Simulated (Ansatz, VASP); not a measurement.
Two plane-wave programs on EuAlIr

```
Eu Al Ir
1.0
     4.25390    0.00000    0.00000
    -2.12695    3.68399    0.00000
     0.00000    0.00000    4.28068
Eu Al Ir
1 1 1
Direct
  0.66667 0.33333 0.50000
  0.33333 0.66667 0.00000
  0.00000 0.00000 0.00000
```

Change from the starting cell: relaxed end of: species swapped into the NdNiAs type (P-6m2, No. 187).

Alike in both runs: task single point; functional PBE; k mesh 6 × 6 × 4; occupations gaussian, width 0.1 eV; collinear spin.

```csv
,VASP,Ansatz
version,VASP 6.6.1,Ansatz 0.2.0
potentials or method,"VASP PAW PBE potentials, release 64 (Eu, Al, Ir)","scalar-relativistic, plane waves, PAW"
plane-wave cutoff (eV),520,420
valence electrons in the cell,29,37
```

```tsv
	VASP	Ansatz	Ansatz less VASP
gap on the k mesh at the Fermi level (eV)	none	none	-
pressure (GPa)	-0.2	-0.1	+0.10
largest component of the traceless stress (GPa)	0.08	0.17	+0.092
net moment per atom (μB)	2.27	2.27	+0.001
size of the moment on the site where the two differ most (μB)	6.46	6.67	+0.206
```

Site moments also hang on the region over which each program counts them. A gap of «none» marks a metal or a gap that the smearing closes. The functional is the same, so the differences come from potentials, cutoffs and numerics. The two sets of potentials don't hold the same shells in valence.

Caveats: the k mesh is coarse (spacing up to 0.37 Å⁻¹), so the values aren't converged; without U or exact exchange the open f shell lies at the Fermi level, which spoils levels, moments and volumes. The state reached can hang on the start; a lower one may exist. The runs have no spin-orbit coupling, so splittings on Eu, Ir are missing.
